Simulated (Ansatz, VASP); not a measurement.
## Hf (Hf strained to the junction's net) in two plane-wave programs

Wanted: the spread between two codes on one cell, functional and k mesh. The structure shown is the end of the Ansatz relaxation below.

Method: plane waves, with VASP 6.6.1 beside it; single point at PBE, in Ansatz 0.2.0.

## (1) Set-up

It takes space group P6_3/mmc (No. 194, hexagonal). Conventional cell: a = 3.205 Å, b = 3.205 Å, c = 5.073 Å, α = 90.00°, β = 90.00°, γ = 120.00°. Nearest to Hf lie 12 Hf at 3.14 to 3.21 Å.

Coordinates:

```cif
data_structure
_symmetry_space_group_name_H-M 'P 1'
_symmetry_Int_Tables_number 1
_cell_length_a 3.2050
_cell_length_b 3.2050
_cell_length_c 5.0731
_cell_angle_alpha 90.000
_cell_angle_beta 90.000
_cell_angle_gamma 120.000
_cell_volume 45.13
loop_
_atom_site_label
_atom_site_type_symbol
_atom_site_fract_x
_atom_site_fract_y
_atom_site_fract_z
_atom_site_occupancy
Hf1 Hf 0.00000 0.00000 0.00000 1
Hf2 Hf 0.33333 0.66667 0.50000 1
```

## (2) Ansatz: relaxation, PBE

Ansatz runs on its default PAW (the set named soft_2) files.

This run makes the geometry at which the two programs are then compared.

Contents of input.yaml:

```yaml
crystal:
  lattice:
    - [3.205, 0.0, 0.0]
    - [-1.6025, 2.7756114191, 0.0]
    - [0.0, 0.0, 5.0444765625]
  atoms:
    - { symbol: Hf, position: [0.0, 0.0, 0.0] }
    - { symbol: Hf, position: [0.3333333333, 0.6666666667, 0.5] }
kpoints:
  mp_grid: { grid: [12, 12, 6] }
scf:
  occupations: { method: fermi_dirac, width: 0.1 }
  max_iter: 150
hamiltonian:
  xc: pbe
relax:
  f_tol: 0.01
  max_steps: 40
  cell: { fix: [a, b, angles] }
```

On the command line:

```
$ ansatz run input.yaml --threads 4 --pin off --max-ram 10240MiB --backend cpu --events-out ev --progress --plain --runs-dir out
```

Numbers of over 12 decimals in the logs are rounded to 6 here.

The log of the run:

```text
Engine: ansatz 0.2.0, aarch64-unknown-linux-gnu
Pseudopotentials: kind: paw
Pseudopotential: Hf, paw, valence charge 26, recommended cutoff 420 eV (normal), Hf.paw.azcp
Functional definition: PBE
  parameter kappa = 0.804
  parameter beta = 0.066725
  exchange = pbe_x(kappa = kappa, mu = beta*pi^2/3)
  correlation = pbe_c(beta = beta)
Crystal: 2 atoms, lattice volume = 44.875 Å³
Basis set: ecut = 420 eV, 881 PW (Γ), exchange–correlation on 48×48×72 points (8 copies of the dense FFT grid, shifted against one another)
Bands: 32, of which v1, the nominal top of the filled ones, is band 26 counted from 1 (25 counted from 0)
Symmetry: 24 space group operations
Space group: P63/mmc (ITA 194), of the structure as read, at distance tolerance 3.6e-5 Å
k-points: 76 of 864
Non-local potential: Hf, projectors of the file, l = 0: 3, l = 1: 2, l = 2: 2, l = 3: 3
PAW form: soft (Blöchl's): semilocal exchange-correlation on the pseudo side does not see the compensation charge
PAW one-centre angular grid: Hf, 590 points (default); XC on 64 Gauss nodes
Initial density: superposition of atomic densities (neutral atoms: chi_scale 0, normalization atom), corrected by the library's trained network
Initial wavefunctions: pseudopotential atomic-orbital guess
Functional: x = pbe(κ = 0.804, μ = 0.219515), c = pbe(β = 0.066725)
SCF iter   1: F=—  HF=-31442.749196 eV  |F-HF|=—  |Δ(HF+E_count)|=         —  Δρ=2.87e-3  dr2=1.79e-3  ethr=1.77e-3  ⟨swp⟩=4.4  Hψ=7971  notcnv=0
preconditioner: auto → Kerker (q_TF=auto, 2.796 Å⁻¹)  [metal: Δε(μ)=0.025 eV  Ē_g=17.570 eV  σ=0.100 eV  W_gap=0.06  n_scr=22 (ndim 8)  ℏωp=38.4 eV  f_vac=0.000  D(μ)=1.67/eV (n_scr^D=22)]
SCF iter   2: F=—  HF=-31442.749526 eV  |F-HF|=—  |Δ(HF+E_count)|=   3.30e-4  Δρ=1.81e-3  dr2=7.83e-4  ethr=3.43e-6  ⟨swp⟩=2.6  Hψ=4906  notcnv=0
SCF iter   3: F=—  HF=-31442.749744 eV  |F-HF|=—  |Δ(HF+E_count)|=   2.18e-4  Δρ=2.82e-4  dr2=3.21e-5  ethr=1.51e-6  ⟨swp⟩=2.6  Hψ=3576  notcnv=0
SCF iter   4: F=—  HF=-31442.749757 eV  |F-HF|=—  |Δ(HF+E_count)|=   1.28e-5  Δρ=1.49e-4  dr2=5.40e-6  ethr=6.18e-8  ⟨swp⟩=2.0  Hψ=4384  notcnv=0
SCF iter   5: F=—  HF=-31442.749755 eV  |F-HF|=—  |Δ(HF+E_count)|=   1.92e-6  Δρ=5.17e-5  dr2=6.59e-7  ethr=1.04e-8  ⟨swp⟩=2.0  Hψ=3824  notcnv=0
SCF iter   6: F=-31442.749755 eV  HF=-31442.749755 eV  |F-HF|=1.05e-8  |Δ(HF+E_count)|=   4.23e-7  Δρ=1.33e-5  dr2=4.10e-8  ethr=1.92e-10  ⟨swp⟩=5.4  Hψ=10587  notcnv=0
SCF 1 converged in 6 iterations: F = -31442.749755 eV  dr2 = 4.10e-8
  greatest PAW one-centre occupation: 0.998 electrons in one spin orbital (limit 2), on the Hf atom at site 1 (counted from 0), in its partial waves of l = 0
relax step   1: F+E_penalty+E_count = -31442.74975549 eV  Δ(F+E_penalty+E_count) = +0.000e0 eV  max|allowed force component| = 3.053e-16 eV/Å  Δτ_max = 0.0000 Å  P = +0.574 GPa  Ω = 44.875 Å³  fix = [a, b, alpha, beta, gamma]  reactions: a +0.312, b +0.312 GPa  (6 SCF iters, dr2 threshold 1.00e-7 eV, accepted)
[...]
relax step   2: F+E_penalty+E_count = -31442.74993471 eV  Δ(F+E_penalty+E_count) = -1.792e-4 eV  max|allowed force component| = 2.220e-16 eV/Å  Δτ_max = 0.0000 Å  P = -0.535 GPa  Ω = 45.330 Å³  energy of the carried Pulay correction = -1.261e-4 eV  fix = [a, b, alpha, beta, gamma]  reactions: a -0.368, b -0.368 GPa  (5 SCF iters, dr2 threshold 2.00e-7 eV, accepted)
[...]
relax step   3: F+E_penalty+E_count = -31442.75054352 eV  Δ(F+E_penalty+E_count) = -6.088e-4 eV  max|allowed force component| = 3.123e-16 eV/Å  Δτ_max = 0.0000 Å  P = -0.053 GPa  Ω = 45.129 Å³  energy of the carried Pulay correction = -7.063e-5 eV  fix = [a, b, alpha, beta, gamma]  reactions: a -0.073, b -0.073 GPa  (4 SCF iters, dr2 threshold 2.00e-7 eV, accepted)
[...]
relax step   4: F+E_penalty+E_count = -31442.75061182 eV  Δ(F+E_penalty+E_count) = -6.830e-5 eV  max|allowed force component| = 3.123e-16 eV/Å  Δτ_max = 0.0000 Å  P = -0.053 GPa  Ω = 45.129 Å³  fix = [a, b, alpha, beta, gamma]  reactions: a -0.073, b -0.073 GPa  stress off target by 1.16e-2 GPa on what of the cell is left free  SCF on the basis re-selected at this cell (its energy is not comparable with the rows above)  (6 SCF iters)
basis re-selected at this cell: Δ(F+E_penalty+E_count) = -6.830e-5 eV, ΔP = +0.000 GPa vs the last step (what re-selecting the basis moved, of the pressure what is left beyond the Pulay correction that the steps carried, after the strain that the cell walked since its last selection, with what the two solves' SCF thresholds leave and, on support functions, any second-order correction that the steps lacked; it is no m [...]
SCF converged after 6 iterations
Free energy (F): -31442.750612 eV
Harris-Foulkes:  -31442.750612 eV  (|F-HF|=7.28e-12)
Internal energy: -31442.693299 eV  (E = F + TS)
E sigma→0 (E₀):  -31442.721955 eV
Entropy (-TS):   -0.057313 eV (-28.657 meV/atom)
Fermi energy:    19.705050 eV
--- Per-component energies (eV) ---
  E_band       = 61.972744
  E_kinetic    = 847.867931
  E_local      = -10188.380083  (includes V_loc(G=0)·N_el)
  E_nonlocal   = -2488.758465
  E_hartree    = 4789.695852
  E_xc         = -600.096539
  E_vxc        = -532.210742  (∫ρ·V_xc dr)
  E_paw        = -13855.504099  (= ΣΔE_a)
  E_vpaw       = 2844.062300  (= ΣTr[D̂ρ^β])
  E_aug_tail   = -0.000002  (compensation charges beyond the density's cutoff)
  E_ewald      = -9947.517894
  E_smearing   = -0.057313  (= −TS)
  E_closure    = -0.000000  (closes the sum)
  Σ components = -31442.750612   (vs F -31442.750612, Δ=0.00e0)
--- Forces (eV/Å), atoms counted from 1 ---
  atom   1  Hf     0.00000000    -0.00000000    -0.00000000
  atom   2  Hf     0.00000000     0.00000000     0.00000000
  max |Σ_I F_I| component: 3.70e-17 eV/Å
--- Stress (GPa, compression-positive) ---
       -0.073087      -0.000000      -0.000000
       -0.000000      -0.073087       0.000000
       -0.000000       0.000000      -0.011566
  P = ⅓ Tr σ = -0.0526 GPa (-0.526 kbar)
--- Band table (eV; the first three rows and the last of 76) ---
  k-point 0: bands = [... 22 lower, 12.3699, 16.0295, 20.3216, 20.8892, 20.8892, 21.1640, 21.7007, 21.7007, ... 2 higher]
  k-point 1: bands = [... 22 lower, 12.6212, 15.8829, 20.0068, 20.7642, 20.7642, 20.9466, 21.5018, 21.5018, ... 2 higher]
  k-point 2: bands = [... 22 lower, 13.3268, 15.3086, 19.6703, 20.4150, 20.6632, 20.6632, 21.1034, 21.1034, ... 2 higher]
  k-point 75: bands = [... 22 lower, 17.9794, 17.9794, 18.2678, 18.2678, 19.5062, 19.5062, 22.2260, 22.2260, ... 2 higher]
--- Relaxed structure (3 steps of the walk, 3 accepted, 1 SCFs on fresh bases) ---
  F+E_penalty+E_count = -31442.75061182 eV   max|allowed force component| = 3.123e-16 eV/Å   (the final SCF, on the basis selected at the relaxed cell)
  cell:  # Å, volume = 45.1293 Å³
    - [3.205000, 0, 0]
    - [-1.602500, 2.775611, 0]
    - [0, 0, 5.073086]
  atoms:
    - { symbol: Hf, position: [9.251858539620023e-18, -5.088522196306341e-17, 0] }
    - { symbol: Hf, position: [0.333333, 0.666667, 0.5] }
```

In the SCF lines HF is the Harris–Foulkes energy and dr2 the Hartree energy of the density residual, in eV; the loop may stop once dr2 is under the threshold and the program's other checks hold. Hψ counts applications of the Hamiltonian.

## (3) VASP: single point, PBE

The same cell, functional, mesh and smearing now go to VASP, with its own data sets.

Lines of VASP's logs that name or quote its potential files are left out, and so is its time.

Contents of INCAR:

```
SYSTEM = Hf
PREC = Accurate
ENCUT = 500
EDIFF = 1E-06
NELM = 120
ISMEAR = -1
SIGMA = 0.1
LREAL = .FALSE.
ALGO = Normal
GGA = PE
NBANDS = 16
LASPH = .TRUE.
LORBIT = 11
LWAVE = .FALSE.
LCHARG = .FALSE.
ISIF = 2
GGA_COMPAT = .FALSE.
```

Contents of POSCAR:

```
Hf
1.0
    3.2050000000      0.0000000000      0.0000000000
   -1.6025000000      2.7756114191      0.0000000000
    0.0000000000      0.0000000000      5.0730855145
Hf
2
Direct
    0.0000000000      0.0000000000      0.0000000000
    0.3333333333      0.6666666667      0.5000000000
```

Contents of KPOINTS:

```
Automatic mesh
0
Gamma
12 12 6
0 0 0
```

The projector-augmented-wave data sets are Hf_pv (PBE family, release 64).

On the command line:

```
$ mpirun -np 1 vasp_std
```

The log of the run:

```text
[banner, memory and clock lines left out]
running    1 mpi-ranks, on    1 nodes
 distrk:  each k-point on    1 cores,    1 groups
 distr:  one band on    1 cores,    1 groups

 POSCAR found type information on POSCAR Hf
 POSCAR found :  1 types and       2 ions
 LDA part: xc-table for (Slater+PW92), standard interpolation
 POSCAR, INCAR and KPOINTS ok, starting setup
 FFT: planning ... GRIDC
 FFT: planning ... GRID_SOFT
 FFT: planning ... GRID
 WAVECAR not read
 entering main loop
       N       E                     dE             d eps       ncg     rms          rms(c)
DAV:   1     0.465172986750E+02    0.46517E+02   -0.11183E+04  2432   0.115E+03
DAV:   2    -0.189604503271E+02   -0.65478E+02   -0.64157E+02  3216   0.246E+02
DAV:   3    -0.205865346909E+02   -0.16261E+01   -0.16160E+01  3216   0.268E+01
DAV:   4    -0.205995596636E+02   -0.13025E-01   -0.13022E-01  3072   0.296E+00
DAV:   5    -0.205997318250E+02   -0.17216E-03   -0.17216E-03  3240   0.280E-01    0.648E+01
DAV:   6    -0.200692825500E+02    0.53045E+00   -0.50655E-01  2912   0.483E+00    0.383E+01
DAV:   7    -0.198863104801E+02    0.18297E+00   -0.85342E-01  2944   0.601E+00    0.184E+00
DAV:   8    -0.198757400779E+02    0.10570E-01   -0.55441E-02  2808   0.161E+00    0.376E-01
DAV:   9    -0.198758465119E+02   -0.10643E-03   -0.11554E-03  3384   0.254E-01    0.197E-01
DAV:  10    -0.198758317753E+02    0.14737E-04   -0.56130E-05  2880   0.528E-02    0.221E-01
DAV:  11    -0.198758357218E+02   -0.39465E-05   -0.57887E-06  3192   0.190E-02    0.117E-02
DAV:  12    -0.198758357614E+02   -0.39539E-07   -0.39906E-07  1760   0.456E-03
   1 F= -.19875836E+02 E0= -.19847159E+02  d E =-.573527E-01
```

From OUTCAR (step 3):

```text
ion  position               nearest neighbor table
   1  0.000  0.000  0.000-   2 3.14   2 3.14   2 3.14   2 3.14   2 3.14   2 3.14
   2  0.333  0.667  0.500-   1 3.14   1 3.14   1 3.14   1 3.14   1 3.14   1 3.14

  LATTYP: Found a hexagonal cell.
 ALAT       =     3.2050000000
 C/A-ratio  =     1.5828659952

 Subroutine GETGRP returns: Found 24 space group operations
 (whereof 12 operations were pure point group operations)

The static configuration has the point symmetry D_3h.
 The point group associated with its full space group is D_6h.

 Found     76 irreducible k-points:

   k-points           NKPTS =     76   k-points in BZ     NKDIM =     76   number of bands    NBANDS=     16

   dimension x,y,z NGX =    24 NGY =   24 NGZ =   40
   dimension x,y,z NGXF=    48 NGYF=   48 NGZF=   80

   ENCUT  =  500.0 eV  36.75 Ry    6.06 a.u.   5.84  5.84  9.25*2*pi/ulx,y,z

   NELECT =      20.0000    total number of electrons

 k-points in reciprocal lattice and weights: Automatic mesh
   0.00000000  0.00000000  0.00000000       0.001
   0.08333333  0.00000000  0.00000000       0.007
   0.16666667  0.00000000  0.00000000       0.007
   0.25000000  0.00000000  0.00000000       0.007
   0.33333333  0.00000000  0.00000000       0.007
   0.41666667  0.00000000  0.00000000       0.007
   0.50000000  0.00000000  0.00000000       0.003
   0.08333333  0.08333333  0.00000000       0.007
   0.16666667  0.08333333  0.00000000       0.014
[...]
0.33333333  0.25000000  0.50000000       0.014
   0.33333333  0.33333333  0.50000000       0.002

 average (electrostatic) potential at core
       1 -37.4748       2 -37.4748

 E-fermi :   4.8457

 k-point     1 :       0.0000    0.0000    0.0000
  band No.  band energies     occupation
    ...
      4     -25.3759      2.00000
      5     -25.3753      2.00000
      6     -25.3753      2.00000
      7      -2.4928      2.00000
      8       1.1744      2.00000
      9       5.4691      0.00391
     10       6.0378      0.00001
     11       6.0378      0.00001
     12       6.3094      0.00000
     13       6.8480      0.00000
    ...

 k-point     2 :       0.0833    0.0000    0.0000
  band No.  band energies     occupation
    ...
      4     -25.4144      2.00000
      5     -25.3839      2.00000
      6     -25.3803      2.00000
      7      -2.2850      2.00000
      8       1.3795      2.00000
      9       5.2003      0.05610
     10       5.5426      0.00188
     11       6.2335      0.00000
     12       6.5935      0.00000
     13       6.7167      0.00000
    ...

 k-point     3 :       0.1667    0.0000    0.0000
  band No.  band energies     occupation
    ...
      6     -25.3949      2.00000
      7      -1.6917      2.00000
      8       1.9269      2.00000
      9       4.5532      1.89815
     10       4.8519      0.96938
     11       6.0889      0.00001
     12       6.7568      0.00000
     13       6.8100      0.00000
     14       6.8522      0.00000
     15       7.2405      0.00000
    ...

  Total       -0.1360032     -0.1360032     -0.1473634      0.0000000     -0.0000000      0.0000000
  in kB       -4.8283736     -4.8283736     -5.2316808      0.0000000     -0.0000000      0.0000000
  external PRESSURE =      -4.9628094 kB  Pullay stress =       0.0000000 kB

  energy-cutoff  :      500.00
  volume of cell :       45.13
      direct lattice vectors                 reciprocal lattice vectors
     3.205000000  0.000000000  0.000000000     0.312012480  0.180140490  0.000000000
    -1.602500000  2.775611419  0.000000000     0.000000000  0.360280979  0.000000000
     0.000000000  0.000000000  5.073085514     0.000000000  0.000000000  0.197118696

 POSITION                                       TOTAL-FORCE (eV/Angst)
 -----------------------------------------------------------------------------------
      0.00000      0.00000      0.00000        -0.000000      0.000000      0.000000
     -0.00000      1.85041      2.53654         0.000000      0.000000      0.000000
 -----------------------------------------------------------------------------------
    total drift:                                0.000000     -0.000000     -0.000000

  FREE ENERGIE OF THE ION-ELECTRON SYSTEM (eV)
  ---------------------------------------------------
  free  energy   TOTEN  =       -19.8758357614 eV

  energy  without entropy=      -19.8184830275  energy(sigma->0) =      -19.84715939

 total charge
# of ion       s       p       d       tot
------------------------------------------
    1        0.392   6.384   1.536   8.311
    2        0.392   6.384   1.536   8.311
--------------------------------------------------
tot          0.783  12.768   3.072  16.622

[... 3 further parts left out ...]
```

The run ends at a pressure of -0.50 GPa.

## (4) Side by side

Known differences besides the potentials themselves: the data sets hold 52 valence electrons in Ansatz (on its default PAW (the set named soft_2) files) and 20 in VASP; the cutoff is 420 eV in Ansatz and 500 eV in VASP; Ansatz's pressure holds a Pulay correction, VASP's none. Total energies have different zeros and are not compared.

Compared:

| quantity | Ansatz | VASP | difference |
| --- | --- | --- | --- |
| pressure (GPa) | -0.05 | -0.50 | +0.44 |

## (5) Results

```yaml
difference_in_pressure_single_point_pbe: 0.44 GPa
```

The difference in pressure is 0.44 GPa (single point, PBE), within the 1 GPa picked in this series as the mark of a large difference. The data sets hold unlike numbers of valence electrons (52 in Ansatz and 20 in VASP), so part of the differences comes from the potentials. Such differences can come from data sets, numerical settings and the points named under the comparisons, not from the functional's error against experiment.

[Lines on the potential files, build, host, timing and source positions are cut from VASP's logs without a mark.]

[Logs are printed without paths, hosts, clocks, repeated set-up lines and the standing remarks that a program may print on its own settings, such as how far it seeks lower states.]

[Hosts, paths, dates, database ids (printed as entryN), source tags and the programs' standing remarks are cut or masked in the printed files.]
